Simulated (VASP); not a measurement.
# Cd4TeO3 (P-43m) in VASP: a series of runs, part 2 of 2

VASP 6.6.1. The steps go on from the part before.

### Step 3. Relaxation of cell and atoms, PBE

This run uses another cell than the first one, of 20.78 Å³/atom, 1.011 times its volume.

Input file INCAR:

```
SYSTEM = Cd4TeO3
PREC = Accurate ; ENCUT = 520
EDIFF = 1E-7 ; ISMEAR = 0
SIGMA = 0.1 ; LREAL = .False.
LASPH = .True. ; NELM = 120
ALGO = Normal ; ISIF = 3
LWAVE = .False. ; LCHARG = .False.
GGA = PE ; IBRION = 2
NSW = 60 ; EDIFFG = -0.005
POTIM = 0.3 ; KPAR = 4
```

Input file KPOINTS:

```
Automatic mesh
0
Gamma
  6 6 6
  0 0 0
```

Input file POSCAR:

```
Cd4TeO3                                 
1.0
    5.4982446070      0.0000000000      0.0000000000
    0.0000000000      5.4982446070     -0.0000000000
    0.0000000000     -0.0000000000      5.4982446070
  Cd              Te              O             
     4     1     3
Direct
     0.7150600512143348    0.7150600512143348    0.2849399487856651
     0.2849399487856651    0.7150600512143348    0.7150600512143348
     0.2849399487856651    0.2849399487856651    0.2849399487856651
     0.7150600512143348    0.2849399487856651    0.7150600512143348
     0.0000000000000000    1.0000000000000000    0.0000000000000000
     0.5000000000000000    1.0000000000000000    0.5000000000000000
     0.0000000000000000    0.5000000000000000    0.5000000000000000
     0.5000000000000000    0.5000000000000000    1.0000000000000000
```

Potentials or basis: VASP PAW PBE potentials, release 64 (Cd, Te, O).

Started as:

```console
$ cat potpaw_PBE.64/Cd/POTCAR potpaw_PBE.64/Te/POTCAR potpaw_PBE.64/O/POTCAR > POTCAR
$ mpirun -np 4 vasp_std > vasp.out
```

It took 2.1 min on 4 MPI ranks of Intel Xeon Platinum 8488C (Sapphire Rapids), shared host; peak memory 0.33 GiB.

The run converged. Its results:

```yaml
Free_energy: -26.7580 eV
Relaxed_volume: 20.79 Å³/atom
Relaxed_cell: a = 5.499 Å, b = 5.499 Å, c = 5.499 Å, α = 90.00°, β = 90.00°, γ = 90.00°
Space_group_after_relaxing_to_0.05_Å: P-43m (No. 215)
Energy_gained_by_relaxing: 0.0 meV/atom
Ionic_steps: 3
Pressure_after_relaxing: 0.0 GPa
Largest_force_after_relaxing: 0.003 eV/Å
Band_gap_on_the_k_mesh: none (metal or under the smearing width)
```

Forces in eV/Å, atoms in the order of the input:
```
Cd   0.002  0.002 -0.002
Cd  -0.002  0.002  0.002
Cd  -0.002 -0.002 -0.002
Cd   0.002 -0.002  0.002
Te   0.000  0.000  0.000
O    0.000  0.000  0.000
O    0.000  0.000  0.000
O    0.000  0.000  0.000
```

Final structure:
```cif
data_structure
_symmetry_space_group_name_H-M 'P 1'
_symmetry_Int_Tables_number 1
_cell_length_a 5.4990
_cell_length_b 5.4990
_cell_length_c 5.4990
_cell_angle_alpha 90.000
_cell_angle_beta 90.000
_cell_angle_gamma 90.000
_cell_volume 166.29
loop_
_atom_site_label
_atom_site_type_symbol
_atom_site_fract_x
_atom_site_fract_y
_atom_site_fract_z
_atom_site_occupancy
Cd1 Cd 0.71511 0.71511 0.28489 1
Cd2 Cd 0.28489 0.71511 0.71511 1
Cd3 Cd 0.28489 0.28489 0.28489 1
Cd4 Cd 0.71511 0.28489 0.71511 1
Te1 Te 0.00000 0.00000 0.00000 1
O1 O 0.50000 0.00000 0.50000 1
O2 O 0.00000 0.50000 0.50000 1
O3 O 0.50000 0.50000 0.00000 1
```

Levels at points of the mesh, in eV from the Fermi level:
| k point | band 33 | band 34 | band 35 | band 36 | band 37 | band 38 | band 39 | band 40 |
| --- | --- | --- | --- | --- | --- | --- | --- | --- |
| (0.00, 0.00, 0.00) | -1.75 | -1.05 | -0.06 | -0.06 | -0.06 | 3.80 | 3.80 | 4.02 |
| (0.50, 0.00, 0.00) | -1.40 | -1.40 | -0.46 | -0.46 | 1.31 | 2.66 | 5.10 | 5.11 |
| (0.50, 0.50, 0.00) | -1.41 | -1.07 | -0.52 | -0.52 | 2.04 | 3.99 | 3.99 | 4.57 |
| (0.50, 0.50, 0.50) | -1.08 | -0.21 | -0.21 | -0.21 | 2.18 | 2.18 | 2.18 | 3.33 |

### Step 4. Single point, r2SCAN

This run uses another cell than the first one, of 20.79 Å³/atom, 1.012 times its volume.

Input file INCAR:

```
SYSTEM = Cd4TeO3
PREC = Accurate
ENCUT = 520
EDIFF = 1E-6
ISMEAR = 0
SIGMA = 0.1
LREAL = .FALSE.
LASPH = .TRUE.
NELM = 150
ALGO = Normal
ISIF = 2
LWAVE = .FALSE.
LCHARG = .FALSE.
METAGGA = R2SCAN
LMIXTAU = .TRUE.
KPAR = 4
```

Input file KPOINTS:

```
regular mesh
0
G
  6 6 6
  0 0 0
```

Input file POSCAR:

```
Cd4TeO3                                 
1.0
    5.4990317740      0.0000000000      0.0000000000
    0.0000000000      5.4990317740      0.0000000000
    0.0000000000      0.0000000000      5.4990317740
  Cd              Te              O             
     4     1     3
Direct
     0.7151149514243338    0.7151149514243338    0.2848850485756663
     0.2848850485756663    0.7151149514243338    0.7151149514243338
     0.2848850485756663    0.2848850485756663    0.2848850485756663
     0.7151149514243338    0.2848850485756663    0.7151149514243338
     0.0000000000000000    0.0000000000000000    0.0000000000000000
     0.5000000000000000    0.0000000000000000    0.5000000000000000
     0.0000000000000000    0.5000000000000000    0.5000000000000000
     0.5000000000000000    0.5000000000000000    0.0000000000000000
```

Potentials or basis: VASP PAW PBE potentials, release 64 (Cd, Te, O).

Started as:

```console
$ cat potpaw_PBE.64/Cd/POTCAR potpaw_PBE.64/Te/POTCAR potpaw_PBE.64/O/POTCAR > POTCAR
$ mpirun -np 4 vasp_std > vasp.out
```

OUTCAR:

```text
SYSTEM = Cd4TeO3
   PREC = Accurate
   ENCUT = 520
   EDIFF = 1E-6
   ISMEAR = 0
   LREAL = .FALSE.
   LASPH = .TRUE.
   NELM = 150
   ISIF = 2
   METAGGA = R2SCAN

 ion  position               nearest neighbor table
   1  0.715  0.715  0.285-   6 2.29   7 2.29   8 2.29   5 2.71   3 3.35   4 3.35   2 3.35
   2  0.285  0.715  0.715-   6 2.29   7 2.29   8 2.29   5 2.71   3 3.35   4 3.35   1 3.35
   3  0.285  0.285  0.285-   6 2.29   7 2.29   8 2.29   5 2.71   2 3.35   4 3.35   1 3.35
   4  0.715  0.285  0.715-   6 2.29   7 2.29   8 2.29   5 2.71   2 3.35   3 3.35   1 3.35
   5  0.000  0.000  0.000-   1 2.71   2 2.71   3 2.71   4 2.71
   6  0.500  0.000  0.500-   1 2.29   2 2.29   3 2.29   4 2.29
[... 1129 lines left out ...]
  in kB      -26.6323734    -26.6323734    -26.6323734     -0.0000000     -0.0000000      0.0000000
  external PRESSURE =     -26.6323734 kB  Pullay stress =       0.0000000 kB

 VOLUME and BASIS-vectors are now :
 -----------------------------------------------------------------------------
  energy-cutoff  :      520.00
  volume of cell :      166.29
      direct lattice vectors                 reciprocal lattice vectors
     5.499031774  0.000000000  0.000000000     0.181850195  0.000000000  0.000000000
     0.000000000  5.499031774  0.000000000     0.000000000  0.181850195  0.000000000
     0.000000000  0.000000000  5.499031774     0.000000000  0.000000000  0.181850195

 POSITION                                       TOTAL-FORCE (eV/Angst)
 -----------------------------------------------------------------------------------
      3.93244      3.93244      1.56659        -0.027368     -0.027368      0.027368
      1.56659      3.93244      3.93244         0.027368     -0.027368     -0.027368
      1.56659      1.56659      1.56659         0.027368      0.027368      0.027368
      3.93244      1.56659      3.93244        -0.027368      0.027368     -0.027368
      0.00000      0.00000      0.00000        -0.000000     -0.000000      0.000000
      2.74952      0.00000      2.74952        -0.000000     -0.000000     -0.000000
      0.00000      2.74952      2.74952        -0.000000     -0.000000      0.000000
      2.74952      2.74952      0.00000        -0.000000     -0.000000      0.000000
 -----------------------------------------------------------------------------------
    total drift:                                0.000000      0.000000      0.000000

  FREE ENERGIE OF THE ION-ELECTRON SYSTEM (eV)
  ---------------------------------------------------
  free  energy   TOTEN  =      -130.5025257142 eV

  energy  without entropy=     -130.5012590589  energy(sigma->0) =     -130.50189239
```

It took 3 min on 4 MPI ranks of Intel Xeon Platinum 8488C (Sapphire Rapids), shared host; peak memory 0.36 GiB.

What came out:

```
Free energy            : -130.5025 eV
Pressure               : -2.7 GPa
Largest force          : 0.047 eV/Å
Band gap on the k mesh : none (metal or under the smearing width)
```

Forces on the atoms (eV/Å):
```
Cd  -0.027 -0.027  0.027
Cd   0.027 -0.027 -0.027
Cd   0.027  0.027  0.027
Cd  -0.027  0.027 -0.027
Te   0.000  0.000  0.000
O    0.000  0.000  0.000
O    0.000  0.000  0.000
O    0.000  0.000  0.000
```

Caveat: the PAW data sets were made with another functional, which shifts forces and pressure a little. Spin-orbit coupling is left out, which matters for the levels of Te.
